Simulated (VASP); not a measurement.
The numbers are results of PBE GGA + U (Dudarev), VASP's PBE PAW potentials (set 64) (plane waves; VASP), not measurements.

VASP input:

INCAR:
```
! general
SYSTEM    = NiSb
PREC      = Accurate
ENCUT     = 400   ! plane-wave cut-off (eV)
LREAL     = .FALSE.
LASPH     = .TRUE.   ! aspherical one-centre terms

! electronic loop
EDIFF     = 1E-6   ! SCF stop (eV)
NELM      = 100
ALGO      = Normal   ! blocked Davidson
LMAXMIX   = 2   ! l cut-off of mixed one-centre charges

! smearing
ISMEAR    = 1   ! Methfessel-Paxton
SIGMA     = 0.1

! functional
GGA       = PE   ! PBE

! DFT+U
LDAU      = .TRUE.
LDAUTYPE  = 2
LDAUL     = 2 -1
LDAUU     = 5.0 0
LDAUJ     = 0 0
LDAUPRINT = 1

! ions
ISIF      = 2   ! forces and stress, cell fixed

! output
LWAVE     = .FALSE.
LCHARG    = .FALSE.
LORBIT    = 10
```

KPOINTS:
```
Regular mesh
0
G
 8 8 6
0 0 0
```

File POSCAR:
```
NiSb
4.00860
  0.5000000000  -0.8660255451   0.0000000000
  0.5000000000   0.8660255451   0.0000000000
  0.0000000000   0.0000000000   1.3053435115
Ni Sb
2 2
Cart
  0.0000000000   0.0000000000   0.6526717557
  0.0000000000   0.0000000000   0.0000000000
  0.5000000000   0.2886757590   0.3263358779
  0.5000000000  -0.2886757590   0.9790076336
```

POTCAR, in this order: Ni Sb (PBE.64 set). Program: vasp_std.

**Question.** What will the output report for the number of irreducible k-points (NKPTS), number of bands (NBANDS), largest plane-wave count, number of space-group operations, FFT grid (NGX, NGY, NGZ)?

**Answer.** 
| Quantity | Result |
|---|---|
| number of irreducible k-points (NKPTS) | 40 |
| number of bands (NBANDS) | 19 |
| largest plane-wave count | 1373 |
| number of space-group operations | 24 |
| FFT grid (NGX, NGY, NGZ) | 28 × 28 × 36 |

The compound is NiSb in the NiAs type structure. The cell was not relaxed at this level. The run is one of a series of settings (LDAU = .TRUE., LDAUJ = 0 0, LDAUL = 2 -1, LDAUTYPE = 2, LDAUU = 5.0 0, LMAXMIX = 2 against the base run), some of them coarse on purpose. The run is not spin-polarised, so no magnetic state was tried.
